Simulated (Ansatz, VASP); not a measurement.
# BaTiO3: VASP beside Ansatz, part 2 of 2

One calculation is typed for both programs; each brings its own data sets and cutoff. How far apart do they land? The cell is taken from a series of VASP runs on this material, whose earlier steps may have relaxed, scaled or displaced it; both programs get it as it stands.

VASP 6.6.1 and Ansatz 0.2.0.

So far: Starting point; Ansatz: band structure, HSE06.

## (3) VASP: band structure, HSE06

Level of this step: HSE06, no spin polarisation; plane waves and PAW (Ba_sv, Ti_sv, O) (VASP).

The same cell, functional, mesh and smearing now go to VASP, with its own data sets and cutoff.

Lines of VASP's logs that name or quote its potential files are left out, and so is its time.

The run reads the wave functions of an earlier VASP run, which isn't shown here.

INCAR reads:

```
SYSTEM = BaTiO3
PREC = Accurate
ENCUT = 520
EDIFF = 1E-06
NELM = 100
ISMEAR = 0
SIGMA = 0.05
LREAL = .FALSE.
ALGO = Normal
LHFCALC = .TRUE.
AEXX = 0.25
GGA = PE
HFSCREEN = 0.2
LASPH = .TRUE.
NBANDS = 26
PRECFOCK = Fast
LORBIT = 11
LWAVE = .FALSE.
LCHARG = .FALSE.
KPAR = 4
```

POSCAR reads:

```
BaTiO3
1.0
    3.9987178624      0.0000000000      0.0000000000
    0.0000000000      3.9987178624      0.0000000000
    0.0000000000      0.0000000000      4.2173231794
Ba Ti O
1 1 3
Direct
    0.0000000000      0.0000000000      0.0129689622
    0.5000000000      0.5000000000      0.5319687985
    0.5000000000      0.5000000000      0.9627634873
    0.5000000000      0.0000000000      0.4846493760
    0.0000000000      0.5000000000      0.4846493760
```

KPOINTS reads:

```
Automatic mesh
0
Gamma
4 4 3
0 0 0
```

KPOINTS_OPT reads:

```
Line mode
6
Line-mode
Reciprocal
  0.00000000   0.00000000   0.00000000 GAMMA
  0.00000000   0.50000000   0.00000000 X

  0.00000000   0.50000000   0.00000000 X
  0.50000000   0.50000000   0.00000000 M

  0.50000000   0.50000000   0.00000000 M
  0.00000000   0.00000000   0.00000000 GAMMA

  0.00000000   0.00000000   0.00000000 GAMMA
  0.00000000   0.00000000   0.50000000 Z

  0.00000000   0.00000000   0.50000000 Z
  0.00000000   0.50000000   0.50000000 R

  0.00000000   0.50000000   0.50000000 R
  0.50000000   0.50000000   0.50000000 A

  0.50000000   0.50000000   0.50000000 A
  0.00000000   0.00000000   0.50000000 Z

  0.00000000   0.50000000   0.00000000 X
  0.00000000   0.50000000   0.50000000 R

  0.50000000   0.50000000   0.00000000 M
  0.50000000   0.50000000   0.50000000 A
```

PAW data sets: Ba_sv, Ti_sv and O (PBE family, release 64).

The run is started by

```bash
$ mpirun -np 4 vasp_std
```

Numbers of over 12 decimals in the logs are rounded to 6 here.

The program printed:

```text
[banner, memory and clock lines left out]
running    4 mpi-ranks, on    1 nodes
 distrk:  each k-point on    1 cores,    4 groups
 distr:  one band on    1 cores,    1 groups

 POSCAR found type information on POSCAR BaTiO
 POSCAR found :  3 types and       5 ions
 LDA part: xc-table for (Slater+PW92), standard interpolation
 found WAVECAR, reading the header
 POSCAR, INCAR and KPOINTS ok, starting setup
 FFT: planning ... GRIDC
 FFT: planning ... GRID_SOFT
 FFT: planning ... GRID
 reading WAVECAR
 the WAVECAR file was read successfully
 initial charge from wavefunction
 entering main loop
       N       E                     dE             d eps       ncg     rms          rms(c)
DAV:   1    -0.486687620771E+02   -0.48669E+02   -0.19095E+00   704   0.123E+01    0.336E+00
DAV:   2    -0.484804370316E+02    0.18833E+00   -0.55545E-01   730   0.957E+00    0.803E-01
DAV:   3    -0.485066708771E+02   -0.26234E-01   -0.59840E-02   892   0.168E+00    0.768E-01
DAV:   4    -0.485005271925E+02    0.61437E-02   -0.28478E-02   812   0.171E+00    0.338E-01
DAV:   5    -0.485013342601E+02   -0.80707E-03   -0.18773E-03   748   0.361E-01    0.183E-01
DAV:   6    -0.485011037584E+02    0.23050E-03   -0.95910E-04   890   0.276E-01    0.109E-01
DAV:   7    -0.485011147797E+02   -0.11021E-04   -0.16166E-04   784   0.141E-01    0.694E-02
DAV:   8    -0.485011167077E+02   -0.19280E-05   -0.46930E-05   852   0.719E-02    0.416E-02
DAV:   9    -0.485011194195E+02   -0.27118E-05   -0.67378E-06   762   0.270E-02    0.233E-02
DAV:  10    -0.485011213387E+02   -0.19191E-05   -0.34291E-06   676   0.137E-02    0.145E-02
DAV:  11    -0.485011225213E+02   -0.11827E-05   -0.73176E-07   380   0.871E-03    0.904E-03
DAV:  12    -0.485011233025E+02   -0.78117E-06   -0.45437E-07   352   0.585E-03
   1 F= -.48501123E+02 E0= -.48501123E+02  d E =-.101347E-28
 Start KPOINTS_OPT (optional k-point list driver)
k-point batch [1-12\54]
       N       E                     dE             ncg
DAV:   1     0.223103947674E+03   -0.94268E+04      624
DAV:   2    -0.509241232099E+04   -0.53155E+04      664
DAV:   3    -0.589392389980E+04   -0.80151E+03      904
DAV:   4    -0.597411211898E+04   -0.80188E+02      844
DAV:   5    -0.597722669455E+04   -0.31146E+01      904
DAV:   6    -0.597729662684E+04   -0.69932E-01      858
DAV:   7    -0.597729796693E+04   -0.13401E-02      940
DAV:   8    -0.597729799065E+04   -0.23720E-04      800
DAV:   9    -0.597729799113E+04   -0.47706E-06      554
[...]
k-point batch [49-54\54]
       N       E                     dE             ncg
DAV:   1     0.659444986109E+04   -0.83830E+04      312
DAV:   2     0.398197960250E+04   -0.26125E+04      338
DAV:   3     0.358288802102E+04   -0.39909E+03      490
DAV:   4     0.354124965092E+04   -0.41638E+02      394
DAV:   5     0.353971062329E+04   -0.15390E+01      480
DAV:   6     0.353966750988E+04   -0.43113E-01      426
DAV:   7     0.353966672079E+04   -0.78908E-03      458
DAV:   8     0.353966670844E+04   -0.12349E-04      390
DAV:   9     0.353966670820E+04   -0.24222E-06      282
```

From OUTCAR (step 3):

```text
ion  position               nearest neighbor table
   1  0.000  0.000  0.013-   4 2.82   5 2.82   5 2.82   4 2.82   3 2.84   3 2.84   3 2.84   3 2.84
                             4 2.99   5 2.99   4 2.99   5 2.99   2 3.48   2 3.48   2 3.48   2 3.48
   2  0.500  0.500  0.532-   3 1.82   4 2.01   5 2.01   4 2.01   5 2.01   3 2.40   1 3.48   1 3.48
                             1 3.48   1 3.48   1 3.58   1 3.58   1 3.58   1 3.58
   3  0.500  0.500  0.963-   2 1.82   2 2.40   1 2.84   1 2.84   1 2.84   1 2.84
   4  0.500  0.000  0.485-   2 2.01   2 2.01   1 2.82   1 2.82   1 2.99   1 2.99
   5  0.000  0.500  0.485-   2 2.01   2 2.01   1 2.82   1 2.82   1 2.99   1 2.99

  LATTYP: Found a simple tetragonal cell.
 ALAT       =     3.9987178624
 C/A-ratio  =     1.0546688525

 Subroutine GETGRP returns: Found  8 space group operations
 (whereof  8 operations were pure point group operations)

The static configuration has the point symmetry C_4v.

 Found     12 irreducible k-points:

   k-points           NKPTS =     12   k-points in BZ     NKDIM =     48   number of bands    NBANDS=     26

   dimension x,y,z NGX =    30 NGY =   30 NGZ =   32
   dimension x,y,z NGXF=    60 NGYF=   60 NGZF=   64

   ENCUT  =  520.0 eV  38.22 Ry    6.18 a.u.   7.43  7.43  7.84*2*pi/ulx,y,z

   NELECT =      40.0000    total number of electrons

 k-points in reciprocal lattice and weights: Automatic mesh
   0.00000000  0.00000000  0.00000000       0.021
   0.25000000  0.00000000  0.00000000       0.083
   0.50000000  0.00000000  0.00000000       0.042
   0.25000000  0.25000000  0.00000000       0.083
   0.50000000  0.25000000  0.00000000       0.083
   0.50000000  0.50000000  0.00000000       0.021
   0.00000000  0.00000000  0.33333333       0.042
   0.25000000  0.00000000  0.33333333       0.167
   0.50000000  0.00000000  0.33333333       0.083
   0.25000000  0.25000000  0.33333333       0.167
   0.50000000  0.25000000  0.33333333       0.167
   0.50000000  0.50000000  0.33333333       0.042

  exchange ACFDT corr.  =         0.00000000  see jH, gK, PRB 81, 115126

 average (electrostatic) potential at core
       1 -29.9348       2 -72.4904       3 -64.0175       4 -63.6458       5 -63.6458

 E-fermi :   3.0109

 k-point     1 :       0.0000    0.0000    0.0000
  band No.  band energies     occupation
    ...
     16       0.8104      2.00000
     17       1.2420      2.00000
     18       1.6555      2.00000
     19       2.0734      2.00000
     20       2.0734      2.00000
     21       5.8647      0.00000
     22       6.4941      0.00000
     23       6.4941      0.00000
     24       8.0023      0.00000
     25       8.2274      0.00000
    ...

 k-point     2 :       0.2500    0.0000    0.0000
  band No.  band energies     occupation
    ...
     16       0.5411      2.00000
     17       0.9724      2.00000
     18       1.1798      2.00000
     19       1.5015      2.00000
     20       1.6070      2.00000
     21       6.5015      0.00000
     22       6.8390      0.00000
     23       6.8519      0.00000
     24       8.1672      0.00000
     25       9.1598      0.00000
    ...

 k-point     3 :       0.5000    0.0000    0.0000
  band No.  band energies     occupation
    ...
     16       0.5660      2.00000
     17       0.5710      2.00000
     18       0.8566      2.00000
     19       0.9682      2.00000
     20       1.2001      2.00000
     21       6.5897      0.00000
     22       7.6353      0.00000
     23       7.7264      0.00000
     24       8.0769      0.00000
     25       9.5938      0.00000
    ...

  energy-cutoff  :      520.00
  volume of cell :       67.43
      direct lattice vectors                 reciprocal lattice vectors
     3.998717862  0.000000000  0.000000000     0.250080159  0.000000000  0.000000000
     0.000000000  3.998717862  0.000000000     0.000000000  0.250080159  0.000000000
     0.000000000  0.000000000  4.217323179     0.000000000  0.000000000  0.237117232

 POSITION                                       TOTAL-FORCE (eV/Angst)
 -----------------------------------------------------------------------------------
      0.00000      0.00000      0.05469         0.000000     -0.000000      0.016557
      1.99936      1.99936      2.24348         0.000000     -0.000000      0.432726
      1.99936      1.99936      4.06028         0.000000     -0.000000     -0.550918
      1.99936      0.00000      2.04392         0.000000     -0.000000      0.050818
      0.00000      1.99936      2.04392         0.000000      0.000000      0.050818
 -----------------------------------------------------------------------------------
    total drift:                                0.000000     -0.000000      0.001920

  FREE ENERGIE OF THE ION-ELECTRON SYSTEM (eV)
  ---------------------------------------------------
  free  energy   TOTEN  =       -48.5011233025 eV

  energy  without entropy=      -48.5011233025  energy(sigma->0) =      -48.50112330

 total charge
# of ion       s       p       d       tot
------------------------------------------
    1        2.001   5.650   0.265   7.917
    2        2.219   6.272   1.619  10.110
    3        1.572   3.488   0.000   5.061
    4        1.564   3.494   0.000   5.057
    5        1.564   3.494   0.000   5.057
--------------------------------------------------
tot          8.919  22.398   1.884  33.202

[... 3 further parts left out ...]
```

This run has no spin polarisation, so a moment on Ti, if there is one, isn't seen. Harder data sets than Ba_sv exist (the GW ones), and pressures, volumes and forces can shift noticeably with them.

## (4) Differences

Known differences besides the potentials themselves: exact exchange at q = 0 is treated differently, which shows on coarse meshes; VASP keeps PBE cores, Ansatz makes them for the functional; the cutoff is 420 eV in Ansatz and 520 eV in VASP; VASP takes a coarser grid for exact exchange (PRECFOCK = Fast). Total energies have different zeros and are not compared.

Both answers:

```
                     quantity  Ansatz   VASP  difference
gap over the path points (eV)   3.279  3.226      +0.053
```

Forces (eV/Å; atoms numbered as in POSCAR):

```
atom        Ansatz x, y, z          VASP x, y, z
 Ba1   0.000, 0.000, 0.055   0.000, 0.000, 0.017
 Ti2   0.000, 0.000, 0.507   0.000, 0.000, 0.433
  O3  0.000, 0.000, -0.622  0.000, 0.000, -0.551
  O4   0.000, 0.000, 0.030   0.000, 0.000, 0.051
  O5   0.000, 0.000, 0.030   0.000, 0.000, 0.051
```

Levels at points of the path, from each program's valence-band top (eV; 4 filled, then empty):

```
k (reciprocal lattice)                                  Ansatz                                    VASP
     0.000 0.000 0.000  -1.41 -0.96 -0.55 -0.55 3.28 3.90 3.90  -1.40 -0.98 -0.56 -0.56 3.23 3.85 3.85
     0.000 0.400 0.000  -1.96 -1.71 -1.53 -1.34 3.97 4.89 4.92  -1.99 -1.74 -1.55 -1.37 3.94 4.85 4.87
     0.300 0.500 0.000  -2.13 -1.49 -1.31 -0.35 4.46 5.16 5.36  -2.16 -1.52 -1.34 -0.37 4.43 5.12 5.31
     0.300 0.300 0.000  -2.35 -1.34 -1.27 -0.46 4.30 4.68 4.98  -2.38 -1.38 -1.29 -0.48 4.26 4.63 4.93
     0.000 0.000 0.100  -1.48 -1.10 -0.57 -0.57 3.29 4.01 4.01  -1.47 -1.13 -0.58 -0.58 3.24 3.97 3.97
     0.000 0.000 0.500  -2.19 -2.00 -0.75 -0.75 3.39 5.02 5.02  -2.23 -2.04 -0.77 -0.77 3.36 4.98 4.98
     0.000 0.400 0.500  -1.91 -1.31 -1.18 -0.56 4.95 5.05 5.29  -1.93 -1.34 -1.20 -0.59 4.90 5.00 5.23
     0.300 0.500 0.500  -2.75 -0.78 -0.50 -0.39 5.32 5.49 5.56  -2.80 -0.79 -0.51 -0.40 5.27 5.45 5.52
     0.500 0.500 0.500   -2.74 -0.47 -0.47 0.00 5.63 5.63 5.79   -2.79 -0.47 -0.47 0.00 5.58 5.58 5.75
     0.300 0.300 0.500  -2.64 -0.87 -0.70 -0.66 5.11 5.22 5.29  -2.68 -0.89 -0.71 -0.67 5.07 5.18 5.24
```

The forces differ by 30 meV/Å r.m.s., which is 16.2 % of the r.m.s. force of 0.18 eV/Å (both taken over all components). Among the levels compared at these points, filled levels agree within 51 meV and empty ones within 56 meV.

## (5) Other set-ups

Further runs change the set-up of one program: Ansatz's method, potentials or start, or VASP's data sets, cutoff or form of LDA. The table gives Ansatz less VASP for each quantity, since a change that brings one quantity closer may part another.

```
                                        run  r.m.s. force difference (meV/Å)  gap over the path points (eV)
                                   as above                               30                          0.053
                       cores kept as stored                               28                          0.053
    Ansatz's larger PAW set (cutoff 910 eV)                               36                          0.047
norm-conserving potentials (cutoff 1240 eV)                               17                          0.037
```

## (6) What came out

| Quantity | Value |
| --- | --- |
| r.m.s. force difference (band structure, HSE06) | 30 meV/Å |
| difference in gap over the path points (band structure, HSE06) | 0.053 eV |

**Reading.** The r.m.s. force difference is 30 meV/Å (band structure, HSE06), beyond the 12 meV/Å picked in this series as the mark of a large difference. Band structure, HSE06, norm-conserving potentials (cutoff 1240 eV): r.m.s. force difference goes from 30 to 17 meV/Å; the difference in gap over the path points goes from 0.053 to 0.037 eV. Such differences can come from data sets, numerical settings and the points named under the comparisons, not from the functional's error against experiment.

[Lines on the potential files, build, host, timing and source positions are cut from VASP's logs without a mark.]

[Logs are printed without paths, hosts, clocks, repeated set-up lines and the standing remarks that a program may print on its own settings, such as how far it seeks lower states.]

[Hosts, paths, dates, database ids (printed as entryN), source tags and the programs' standing remarks are cut or masked in the printed files.]
